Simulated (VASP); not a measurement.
Method: r2SCAN meta-GGA, VASP's PBE PAW potentials (set 64) (plane waves; VASP).

The input files of a VASP run:

### INCAR
```
SYSTEM = MgS
PREC = Accurate
ENCUT = 400
EDIFF = 1E-7
NELM = 100
ALGO = Normal
LREAL = .FALSE.
LASPH = .TRUE.
ISMEAR = 0
SIGMA = 0.01
METAGGA = R2SCAN
LMIXTAU = .TRUE.
LWAVE = .FALSE.
LCHARG = .FALSE.
LOPTICS = .TRUE.
LPEAD = .TRUE.
NBANDS = 24
NEDOS = 1001
CSHIFT = 0.1
```

### KPOINTS
```
Automatic mesh
0
Gamma
11 11 11
0 0 0
```

File POSCAR:
```
MgS
1
    0.0000000000     2.5957103933     2.5957103933
    2.5957103933     0.0000000000     2.5957103933
    2.5957103933     2.5957103933    -0.0000000000
Mg S
1 1
Direct
  0.0000000000   0.0000000000   1.0000000000
  0.5000000000   0.5000000000   0.5000000000
```

POTCAR, in this order: Mg S (PBE.64 set). Program: vasp_std.

Output

### OUTCAR
```
 ion  position               nearest neighbor table
   1  0.000  0.000  0.000-   2 2.60   2 2.60   2 2.60   2 2.60   2 2.60   2 2.60
   2  0.500  0.500  0.500-   1 2.60   1 2.60   1 2.60   1 2.60   1 2.60   1 2.60
  LATTYP: Found a face centered cubic cell.
 ALAT       =     5.1914207866
 Subroutine PRICEL returns:
 Original cell was already a primitive cell.
 Subroutine GETGRP returns: Found 48 space group operations
The static configuration has the point symmetry O_h .
The dynamic configuration has the point symmetry O_h .
 Subroutine INISYM returns: Found 48 space group operations
 Subroutine IBZKPT returns following result:
 Found     56 irreducible k-points:

 Following reciprocal coordinates:
            Coordinates               Weight
  0.000000  0.000000  0.000000      1.000000
  0.090909  0.000000  0.000000      8.000000
  0.181818  0.000000  0.000000      8.000000
  0.272727  0.000000  0.000000      8.000000
  0.363636  0.000000  0.000000      8.000000
  0.454545  0.000000  0.000000      8.000000
  0.090909  0.090909  0.000000      6.000000
  0.181818  0.090909  0.000000     24.000000
  0.272727  0.090909  0.000000     24.000000
  0.363636  0.090909  0.000000     24.000000
  0.454545  0.090909  0.000000     24.000000
 -0.454545  0.090909  0.000000     24.000000
 -0.363636  0.090909  0.000000     24.000000
 -0.272727  0.090909  0.000000     24.000000
 -0.181818  0.090909  0.000000     24.000000
 -0.090909  0.090909  0.000000     12.000000
  0.181818  0.181818  0.000000      6.000000
  0.272727  0.181818  0.000000     24.000000
  0.363636  0.181818  0.000000     24.000000
  0.454545  0.181818  0.000000     24.000000
 -0.454545  0.181818  0.000000     24.000000
 -0.363636  0.181818  0.000000     24.000000
 -0.272727  0.181818  0.000000     24.000000
 -0.181818  0.181818  0.000000     12.000000
...
```

**OSZICAR**
```
       N       E                     dE             d eps       ncg     rms          rms(c)
DAV:   1     0.104135813531E+02    0.10414E+02   -0.28392E+03  2880   0.225E+02
DAV:   2    -0.163145092463E+02   -0.26728E+02   -0.25681E+02  3512   0.637E+01
DAV:   3    -0.170936204822E+02   -0.77911E+00   -0.77666E+00  3440   0.974E+00
DAV:   4    -0.170966203911E+02   -0.29999E-02   -0.29998E-02  3168   0.654E-01
DAV:   5    -0.170966393350E+02   -0.18944E-04   -0.18944E-04  3544   0.524E-02    0.464E+00
DAV:   6    -0.154748051813E+02    0.16218E+01   -0.55919E-01  3008   0.259E+00    0.476E+00
DAV:   7    -0.153216442080E+02    0.15316E+00   -0.40996E-01  2808   0.153E+00    0.201E+00
DAV:   8    -0.154309884813E+02   -0.10934E+00   -0.22260E-01  2704   0.149E+00    0.159E+00
DAV:   9    -0.155066559091E+02   -0.75667E-01   -0.23996E-02  3136   0.701E-01    0.214E-01
DAV:  10    -0.155108191277E+02   -0.41632E-02   -0.48341E-03  3096   0.311E-01    0.505E-02
DAV:  11    -0.154987871529E+02    0.12032E-01   -0.86723E-03  2728   0.346E-01    0.608E-02
DAV:  12    -0.155089415097E+02   -0.10154E-01   -0.42087E-03  2712   0.223E-01    0.464E-02
DAV:  13    -0.155099295345E+02   -0.98802E-03   -0.26024E-04  3168   0.800E-02    0.383E-02
DAV:  14    -0.155099474029E+02   -0.17868E-04   -0.78704E-06  3304   0.987E-03    0.179E-02
DAV:  15    -0.155099086916E+02    0.38711E-04   -0.48406E-06  3232   0.902E-03    0.700E-03
DAV:  16    -0.155099422829E+02   -0.33591E-04   -0.16333E-06  2912   0.678E-03    0.861E-03
DAV:  17    -0.155099310432E+02    0.11240E-04   -0.45646E-07  3032   0.340E-03    0.553E-03
DAV:  18    -0.155099362758E+02   -0.52326E-05   -0.11103E-07  3112   0.181E-03    0.192E-03
DAV:  19    -0.155099343517E+02    0.19241E-05   -0.18159E-08  2856   0.712E-04    0.501E-04
DAV:  20    -0.155099352967E+02   -0.94501E-06   -0.12510E-08  2288   0.571E-04    0.373E-04
DAV:  21    -0.155099350104E+02    0.28634E-06   -0.51466E-10  1616   0.104E-04    0.519E-05
DAV:  22    -0.155099350833E+02   -0.72963E-07   -0.13804E-10  1568   0.491E-05
   1 F= -.15509935E+02 E0= -.15509935E+02  d E =-.364247E-28
 imaginary and real dielectric function
```

**OUTCAR**
```
------------------------ aborting loop because EDIFF is reached ----------------------------------------
  FORCE on cell =-STRESS in cart. coord.  units (eV):
  Direction    XX          YY          ZZ          XY          YZ          ZX
  --------------------------------------------------------------------------------------
  Total        0.0176420      0.0176420      0.0176420      0.0000000     -0.0000000      0.0000000
  in kB        0.8080888      0.8080888      0.8080888      0.0000000     -0.0000000      0.0000000
  external PRESSURE =       0.8080888 kB  Pullay stress =       0.0000000 kB
  volume of cell :       34.98
      direct lattice vectors                 reciprocal lattice vectors
     0.000000000  2.595710393  2.595710393    -0.192625495  0.192625495  0.192625495
     2.595710393  0.000000000  2.595710393     0.192625495 -0.192625495  0.192625495
     2.595710393  2.595710393  0.000000000     0.192625495  0.192625495 -0.192625495
 POSITION                                       TOTAL-FORCE (eV/Angst)
 -----------------------------------------------------------------------------------
      0.00000      0.00000      0.00000        -0.000000      0.000000      0.000000
      2.59571      2.59571      2.59571         0.000000     -0.000000      0.000000
 -----------------------------------------------------------------------------------
    total drift:                               -0.000000     -0.000000      0.000000
  FREE ENERGIE OF THE ION-ELECTRON SYSTEM (eV)
  ---------------------------------------------------
  free  energy   TOTEN  =       -15.5099350833 eV

  energy  without entropy=      -15.5099350833  energy(sigma->0) =      -15.50993508

 plasma frequency squared (from intraband transitions) (eV^2)
  --------------------------------------------------------------------------------------
       0.000       0.000       0.000
       0.000       0.000       0.000
       0.000       0.000       0.000

 plasma frequency squared (from interband transitions, int dw w eps(2)(w)) (eV^2)
  --------------------------------------------------------------------------------------
     295.665       0.000       0.000       0.000       0.000       0.000
       0.000      -0.000     295.665       0.000      -0.000       0.000
       0.000      -0.000      -0.000      -0.000     295.665       0.000
```
(Selected blocks of OUTCAR.)

### OUTCAR
```
 val. band max:        3.5541719235   @ k =   0.0000   0.0000   0.0000

 cond. band min:       7.0906530264   @ k =   0.4545   0.4545   0.0000


 Fermi energy:         3.6277984927

 k-point     1 :       0.0000    0.0000    0.0000
  band No.  band energies     occupation
      1      -9.6686      2.00000
      2       3.5542      2.00000
      3       3.5542      2.00000
      4       3.5542      2.00000
      5       8.2281      0.00000
      6      12.0801      0.00000
      7      12.0801      0.00000
      8      12.0801      0.00000
      9      14.5032      0.00000
     10      14.5032      0.00000
     11      17.1170      0.00000
     12      17.9388      0.00000
     13      17.9388      0.00000
     14      17.9388      0.00000
     15      26.3092      0.00000
     16      31.8540      0.00000
     17      31.8540      0.00000
     18      31.8540      0.00000
     19      36.3324      0.00000
     20      36.3324      0.00000
     21      36.3324      0.00000
     22      37.5515      0.00000
     23      37.5515      0.00000
     24      40.0155      0.00000

 k-point     2 :       0.0909    0.0000    0.0000
  band No.  band energies     occupation
      1      -9.5847      2.00000
      2       2.9647      2.00000
      3       3.4953      2.00000
      4       3.4953      2.00000
      5       8.6985      0.00000
      6      11.8792      0.00000
      7      12.2482      0.00000
      8      12.2482      0.00000
      9      14.1072      0.00000
     10      14.1072      0.00000
     11      17.5280      0.00000
     12      18.0832      0.00000
     13      18.7085      0.00000
     14      18.7085      0.00000
     15      26.7291      0.00000
     16      30.8567      0.00000
     17      30.9593      0.00000
     18      30.9593      0.00000
     19      35.5525      0.00000
     20      35.5525      0.00000
     21      37.1098      0.00000
     22      37.7479      0.00000
     23      37.7479      0.00000
     24      40.1551      0.00000
...
```

The compound is MgS in the rock salt structure. It was relaxed first.
